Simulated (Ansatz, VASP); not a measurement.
# Cross-check of AlBiSe3 between VASP and Ansatz, part 3 of 3

Wanted: the spread between two codes on one cell, functional and k mesh. The cell is generated by rule, not measured, and may not be a known phase. The cell is taken from a series of runs on this material, whose earlier steps may have relaxed, scaled, displaced or heated it; both programs get it as it stands.

VASP 6.6.1 and Ansatz 0.2.0.

So far: VASP: relaxation of cell and atoms, PBEsol, pair 1; Ansatz: relaxation of cell and atoms, PBEsol, pair 1; Side by side; Ansatz: relaxation of cell and atoms, PBEsol, pair 2; VASP: relaxation of cell and atoms, PBEsol, pair 2; Comparison.

## 8. VASP: relaxation of cell and atoms, PBEsol, pair 3

Level of this step: PBEsol; plane waves and PAW (Bi_d, Al, Se); invented cell (VASP).

The relaxed volume is the usual yardstick between codes: in a stiff, nearly cubic crystal its relative difference is about their pressure difference at one cell divided by the bulk modulus.

The input, INCAR:

```
SYSTEM = AlBiSe3
PREC = Accurate
ENCUT = 500
EDIFF = 1E-07
NELM = 120
ISMEAR = 1
SIGMA = 0.15
LREAL = .FALSE.
ALGO = Normal
GGA = PS
NBANDS = 46
LORBIT = 11
LWAVE = .FALSE.
LCHARG = .FALSE.
ISIF = 3
IBRION = 2
NSW = 80
EDIFFG = -0.005
LASPH = .TRUE.
GGA_COMPAT = .FALSE.
NELMIN = 4
KPAR = 2
```

The input, POSCAR:

```
AlBiSe3
1.0
   -4.8529980000      0.0000000000      0.0000000000
    0.0000000000     -4.8529980000     -4.8529980000
    0.0000000000     -4.8529980000      4.8529980000
Bi Al Se
2 2 6
Direct
    0.0000000000      0.0000000000      0.0000000000
    0.0000000000      0.5000000000      0.5000000000
    0.5000000000      0.0000000000      0.5000000000
    0.5000000000      0.5000000000      0.0000000000
    0.5000000000      0.6881825420      0.6881825420
    0.5000000000      0.3118174580      0.3118174580
    0.5000000000      0.8118174580      0.1881825420
    0.5000000000      0.1881825420      0.8118174580
    0.0000000000      0.0000000000      0.5000000000
    0.0000000000      0.5000000000      0.0000000000
```

The input, KPOINTS:

```
Automatic mesh
0
Gamma
6 6 6
0 0 0
```

Potentials, in the order of the species: Bi_d, Al and Se (PBE family, release 64).

The run is started by

```sh
$ mpirun -np 2 vasp_std
```

Numbers of over 12 decimals in the logs are rounded to 6 here.

Log:

```text
[... set-up lines as in an earlier step ...]
 entering main loop
       N       E                     dE             d eps       ncg     rms          rms(c)
DAV:   1     0.613643464007E+03    0.61364E+03   -0.31297E+04  3680   0.146E+03
DAV:   2     0.348791150191E+02   -0.57876E+03   -0.55900E+03  3962   0.359E+02
DAV:   3    -0.414524548348E+02   -0.76332E+02   -0.73679E+02  4502   0.140E+02
DAV:   4    -0.454544167231E+02   -0.40020E+01   -0.39452E+01  4266   0.334E+01
[...]
DAV:  14    -0.433775960828E+02    0.21555E-09   -0.24011E-06  3814   0.720E-03    0.163E-03
DAV:  15    -0.433775958623E+02    0.22053E-06   -0.23074E-07  2876   0.282E-03    0.804E-04
DAV:  16    -0.433775958140E+02    0.48291E-07   -0.57292E-08  2368   0.195E-03
   1 F= -.43377596E+02 E0= -.43377645E+02  d E =-.433776E+02
[... from here on, the cycles between the ionic steps are left out ...]
   2 F= -.43507420E+02 E0= -.43508022E+02  d E =-.129824E+00
   4 F= -.43608647E+02 E0= -.43608485E+02  d E =-.619702E-01
   5 F= -.43610411E+02 E0= -.43610000E+02  d E =-.637347E-01
   6 F= -.43661836E+02 E0= -.43661153E+02  d E =-.514252E-01
   7 F= -.43665198E+02 E0= -.43664599E+02  d E =-.547863E-01
   8 F= -.43665313E+02 E0= -.43664780E+02  d E =-.115097E-03
   9 F= -.43665498E+02 E0= -.43664935E+02  d E =-.300407E-03
  10 F= -.43665541E+02 E0= -.43665001E+02  d E =-.434524E-04
  11 F= -.43665544E+02 E0= -.43665013E+02  d E =-.460379E-04
  12 F= -.43665557E+02 E0= -.43665037E+02  d E =-.131403E-04
  13 F= -.43665566E+02 E0= -.43665068E+02  d E =-.223981E-04
[...]
reached required accuracy - stopping structural energy minimisation
```

OUTCAR, selected parts (step 8):

```text
  Total       -0.0356882     -0.0096680     -0.0096680      0.0000000      0.0000000      0.0000000
  in kB       -0.2503678     -0.0678251     -0.0678251      0.0000000      0.0000000      0.0000000
  external PRESSURE =      -0.1286727 kB  Pullay stress =       0.0000000 kB

 POSITION                                       TOTAL-FORCE (eV/Angst)
 -----------------------------------------------------------------------------------
     -0.00000     -0.00000     -0.00000         0.000000     -0.000000      0.000000
     -0.00000     -4.72313      0.00000         0.000000     -0.000000      0.000000
     -2.55939     -2.36157      2.36157         0.000000     -0.000000      0.000000
     -2.55939     -2.36157     -2.36157         0.000000     -0.000000      0.000000
     -2.55939     -6.34914      0.00000         0.000000      0.002358      0.000000
     -2.55939     -3.09713      0.00000         0.000000     -0.002358      0.000000
     -2.55939     -4.72313     -3.09713         0.000000     -0.000000     -0.002358
     -2.55939     -4.72313      3.09713         0.000000     -0.000000      0.002358
     -0.00000     -2.36157      2.36157         0.000000      0.000000     -0.000000
     -0.00000     -2.36157     -2.36157         0.000000      0.000000      0.000000
 -----------------------------------------------------------------------------------
    total drift:                               -0.000000     -0.000000     -0.000000

  FREE ENERGIE OF THE ION-ELECTRON SYSTEM (eV)
  ---------------------------------------------------
  free  energy   TOTEN  =       -43.6655664638 eV

  energy  without entropy=      -43.6640725616  energy(sigma->0) =      -43.66506850

[... 1 part as in an earlier step ...]

[... 3 further parts left out ...]
[key lines of the parts left out:]
E-fermi :   5.4725
```

## 9. Ansatz: relaxation of cell and atoms, PBEsol, pair 3

The same cell, functional, mesh and smearing now go to Ansatz, which takes its cutoff from its data sets.

The cell is taken from a series of runs on this material, whose earlier steps may have relaxed, scaled, displaced or heated it; both programs get it as it stands.

The input, input.yaml:

```yaml
crystal:
  lattice:
    - [-4.8529979444, 0.0, 0.0]
    - [0.0, -4.8529979444, -4.8529979444]
    - [0.0, -4.8529979444, 4.8529979444]
  atoms:
    - { symbol: Bi, position: [0.0, 1.0, 0.0] }
    - { symbol: Bi, position: [0.0, 0.5, 0.5] }
    - { symbol: Al, position: [0.5, 0.0, 0.5] }
    - { symbol: Al, position: [0.5, 0.5, 0.0] }
    - { symbol: Se, position: [0.5, 0.6881825413, 0.6881825413] }
    - { symbol: Se, position: [0.5, 0.3118174587, 0.3118174587] }
    - { symbol: Se, position: [0.5, 0.8118174587, 0.1881825413] }
    - { symbol: Se, position: [0.5, 0.1881825413, 0.8118174587] }
    - { symbol: Se, position: [1.0, 0.0, 0.5] }
    - { symbol: Se, position: [1.0, 0.5, 0.0] }
kpoints:
  mp_grid: { grid: [6, 6, 6] }
hamiltonian:
  xc: pbesol
scf:
  occupations: { method: methfessel_paxton, width: 0.15 }
output:
  forces: true
  stress: true
  eigenvalues: true
relax:
  adjacent_minimum: "off"
  f_tol: 0.002
  max_steps: 120
  cell: { stress_tol: 0.03 }
```

The run is started by

```sh
$ ansatz run input.yaml --threads 8 --pin off --max-ram 14336MiB --backend cpu --events-out ev --progress --plain --runs-dir out
```

Log:

```text
[...]
Crystal: 10 atoms, lattice volume = 228.592 Å³
Basis set: ecut = 420 eV, 4421 PW (Γ), exchange–correlation on 72×96×96 points (8 copies of the dense FFT grid, shifted against one another)
Bands: 80, of which v1, the nominal top of the filled ones, is band 66 counted from 1 (65 counted from 0)
Symmetry: 16 space group operations
[...]
k-points: 40 of 216
[...]
- { symbol: Bi, position: [0, 1.0, 0.0] }
    - { symbol: Bi, position: [0, 0.5, 0.5] }
    - { symbol: Al, position: [0.5, 0.0, 0.5] }
    - { symbol: Al, position: [0.5, 0.5, 0.0] }
    - { symbol: Se, position: [0.5, 0.672197, 0.672197] }
    - { symbol: Se, position: [0.5, 0.327803, 0.327803] }
    - { symbol: Se, position: [0.5, 0.827803, 0.172197] }
    - { symbol: Se, position: [0.5, 0.172197, 0.827803] }
    - { symbol: Se, position: [1.0, 0.0, 0.5] }
    - { symbol: Se, position: [1.0, 0.5, 0.0] }
[key lines of the parts left out:]
SCF converged after 7 iterations
Free energy (F): -58082.108034 eV
Fermi energy:    9.542389 eV
P = ⅓ Tr σ = 0.0040 GPa (0.040 kbar)
```

## 10. Side by side

What differs besides the data sets and the points named for the pairs above, as far as they apply: the data sets hold 132 valence electrons in Ansatz (on its default PAW (the set named soft_2) files) and 72 in VASP. Total energies have different zeros and are not compared.

Compared:

```csv
quantity,Ansatz,VASP,difference
volume (Å³),228.00,228.38,-0.17 %
"edge a after relaxation, in the typed setting (Å)",5.115,5.119,-0.08 %
"edge b after relaxation, in the typed setting (Å)",6.677,6.679,-0.04 %
```

## 11. What came out

```json
{"difference in volume (relaxation of cell and atoms, PBEsol, pair 1)": "-0.15 %", "difference in volume (relaxation of cell and atoms, PBEsol, pair 2)": "-0.18 %", "difference in volume (relaxation of cell and atoms, PBEsol, pair 3)": "-0.17 %"}
```

In words: The difference in volume is -0.18 % (relaxation of cell and atoms, PBEsol, pair 2), within the 1.2 % picked in this series as the mark of a large difference, as far as the stopping tolerances let one tell. The data sets hold unlike numbers of valence electrons (66 in Ansatz and 36 in VASP and 132 in Ansatz and 72 in VASP), so part of the differences comes from the potentials. 2 further runs of this series are not shown here. Such differences can come from data sets, numerical settings and the points named under the comparisons, not from the functional's error against experiment.

[Lines on the potential files, build, host, timing and source positions are cut from VASP's logs without a mark.]

[Logs are printed without paths, hosts, clocks, repeated set-up lines and the standing remarks that a program may print on its own settings, such as how far it seeks lower states.]

[Hosts, paths, dates, database ids (printed as entryN), source tags and the programs' standing remarks are cut or masked in the printed files.]
